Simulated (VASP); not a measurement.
VASP input:

POSCAR:
```
CaF2
1
    0.0000000000     2.7300000000     2.7300000000
    2.7300000000     0.0000000000     2.7300000000
    2.7300000000     2.7300000000     0.0000000000
Ca F
1 2
Direct
  0.0000000000   0.0000000000   0.0000000000
  0.2500000000   0.2500000000   0.2500000000
  0.7500000000   0.7500000000   0.7500000000
```

File KPOINTS:
```
Automatic mesh
0
Gamma
5 5 5
0 0 0
```

INCAR:
```
SYSTEM = CaF2
PREC = Accurate
ENCUT = 520
EDIFF = 1E-6
NELM = 100
ALGO = Normal
LREAL = .FALSE.
LASPH = .TRUE.
ISMEAR = 0
SIGMA = 0.05
GGA = PE
LWAVE = .FALSE.
LCHARG = .FALSE.
ISIF = 2
NBANDS = 11
```

POTCAR, in this order: Ca_sv F (PBE.64 set). Program: vasp_std.

Does this input run properly? What does VASP do?

There is a fault: NBANDS is too small to hold all electrons. VASP stops with an error: The number of bands is not sufficient to hold all electrons. I am sorry, but this calculation does not make sense. If you want to calculate only selected states, you need to set either EFERMI or EREF. EREF specifies around which energy states are supposed to be calculated. I found NBANDS = 11, NELECT = 24. ----> I REFUSE TO CONTINUE WITH THIS SICK JOB ... BYE!!! <----

**standard output**
```
 POSCAR found type information on POSCAR CaF
 POSCAR found :  2 types and       3 ions
 Reading from existing POTCAR
 Reading from existing POTCAR
 LDA part: xc-table for (Slater+PW92), standard interpolation

 -----------------------------------------------------------------------------
|                                                                             |
|     EEEEEEE  RRRRRR   RRRRRR   OOOOOOO  RRRRRR      ###     ###     ###     |
|     E        R     R  R     R  O     O  R     R     ###     ###     ###     |
|     E        R     R  R     R  O     O  R     R     ###     ###     ###     |
|     EEEEE    RRRRRR   RRRRRR   O     O  RRRRRR       #       #       #      |
|     E        R   R    R   R    O     O  R   R                               |
|     E        R    R   R    R   O     O  R    R      ###     ###     ###     |
|     EEEEEEE  R     R  R     R  OOOOOOO  R     R     ###     ###     ###     |
|                                                                             |
|     The number of bands is not sufficient to hold all electrons. I am       |
|     sorry, but this calculation does not make sense. If you want to         |
|     calculate only selected states, you need to set either EFERMI or        |
|     EREF. EREF specifies around which energy states are supposed to be      |
|     calculated.                                                             |
|     I found NBANDS = 11, NELECT = 24.                                       |
|                                                                             |
|       ---->  I REFUSE TO CONTINUE WITH THIS SICK JOB ... BYE!!! <----       |
|                                                                             |
 -----------------------------------------------------------------------------
```

To mend it, remove NBANDS.

The mended run (PBE GGA, plane waves, VASP's PBE PAW potentials (set 64)) converges, and its OSZICAR ends with
```
   1 F= -.17328045E+02 E0= -.17328045E+02  d E =-.214632E-22
```

The compound is CaF2 in the fluorite structure. The cell was not relaxed at this level.
